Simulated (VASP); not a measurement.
Consider the following.

```xyz
4
Lattice="1.9402 -3.3606 0.0000 1.9402 3.3606 0.0000 0.0000 0.0000 6.3551" Properties=species:S:1:pos:R:3 pbc="T T T"
Zn     1.9402    -1.1202     3.1783
Zn     1.9402     1.1202     0.0008
S      1.9402    -1.1202     5.5600
S      1.9402     1.1202     2.3824
```

Method: PBE GGA with D3 dispersion (zero damping), VASP's PBE PAW potentials (set 64) (plane waves; VASP). Numerical set-up: 520 eV cut-off, 7×7×4 Γ-centred mesh, Gaussian smearing of 0.050 eV, potentials Zn S.

Task: Give the stress tensor in GPa (positive for a compressed cell).

Result: 
```
-4.06   0.00   0.00
 0.00  -4.06   0.00
 0.00   0.00  -3.98
```
The pressure is its mean diagonal, -4.03 GPa.

The compound is ZnS in the wurtzite structure, the high-temperature form. This cell is one point of a volume scan, at 1.06 of the reference volume.
